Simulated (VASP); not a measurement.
```xyz
2
Lattice="0.0000 3.6784 3.6784 3.6784 0.0000 3.6784 3.6784 3.6784 0.0000" Properties=species:S:1:pos:R:3 pbc="T T T"
Br     1.8392     1.8392     1.8392
K      0.0000     0.0000     0.0000
```

The base run (VASP): PBE GGA, plane waves, VASP's PBE PAW potentials (set 64). Run with 400 eV cut-off, 6×6×6 Γ-centred mesh, Gaussian smearing of 0.050 eV, potentials Br K_sv.

One setting is varied; ΔE counts from the base run. The base run took about 20 core-seconds. The timings are rough (shared machines, no repeats); factors under 2 mean little.

| setting | cost over the base run | electronic steps | ΔE (meV/atom) |
|---|---|---|---|
| AMIX = 0.1, BMIX = 1.0, IMIX = 4 | within a factor of 2 | 13 | 0.0 |
| base run | reference | 13 | 0.0 |
| AMIX = 0.6, BMIX = 0.0001, IMIX = 1 | within a factor of 2 | 13 | 0.0 |
| AMIX = 1.0, BMIX = 1.0, IMIX = 1 | within a factor of 2 | 20 | 0.0 |
| AMIX = 0.6, BMIX = 3.0, IMIX = 4 | within a factor of 2 | 17 | 0.0 |
| AMIX = 0.1, BMIX = 0.0001, IMIX = 1 | about 4 times | 55 | 0.0 |

Left out are runs that failed, have no time on record or changed the cell.

The structure was generated: KBr was put into the zincblende type (F-43m), which need not be its known phase. The cell was not relaxed at this level.
